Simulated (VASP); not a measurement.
## NaTiS2 (space group R-3m): computed properties

Level of theory: LDA (Ceperley-Alder, Perdew-Zunger), VASP's LDA PAW potentials (set 64) (plane waves; VASP).

For NaTiS$_{2}$, the space group comes out as R-3m (166). The cell comes out as a = b = 3.430 Å, c = 19.764 Å, α = β = 90.00°, γ = 120.00° and the volume per atom is 16.78 Å³/atom. The band gap (over mesh and band path) comes out as none (metal, semimetal or under 0.01 eV), the cell moment comes out as 0.00 μB and the density is 3.34 g/cm³.

Space group R-3m, hexagonal axes (No. 166); a = 3.4301 Å, b = 3.4301 Å, c = 19.7643 Å, α = 90.00°, β = 90.00°, γ = 120.00°

| atom | site | symmetry | x | y | z |
|---|---|---|---|---|---|
| Na | 3b | -3m | 0.0000 | 0.0000 | 0.5000 |
| Ti | 3a | -3m | 0.0000 | 0.0000 | 0.0000 |
| S | 6c | 3m | 0.0000 | 0.0000 | 0.2615 |
(The calculation used a cell of 4 atoms; values per cell refer to that cell.)

The structure comes from a computed database's NaTiS2 entry (R-3m); how it stands against other phases isn't given here. It was relaxed first, which changed the volume by -8 %. Symmetry was kept, so distortions that lower it aren't found.
